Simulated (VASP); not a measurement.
```
Lu
1.0
    1.75667    -3.04265     0.00000
    1.75667     3.04265     0.00000
    0.00000     0.00000     5.31989
Lu
2
Direct
  0.33333   0.66667   0.25000
  0.66667   0.33333   0.75000
```

Method: PBE GGA, VASP's PBE PAW potentials (set 64) (plane waves; VASP 6.6.1). Settings: 480 eV cut-off, 12×12×6 Γ-centred mesh, first-order Methfessel-Paxton smearing of 0.10 eV, potentials Lu_3.

**Question.** Predict the energy per atom (σ→0), pressure, band gap (on the k-mesh) with the smallest direct gap where there is one.

**Answer.** 
```
Property                                                     Value
------------------------  ----------------------------------------
band gap (on the k-mesh)  none (metal, semimetal or under 0.01 eV)
energy per atom (σ→0)                               -4.447 eV/atom
pressure                                                  1.56 GPa
```

The compound is Lu in the hcp structure. This cell was strained or had an atom moved on purpose.
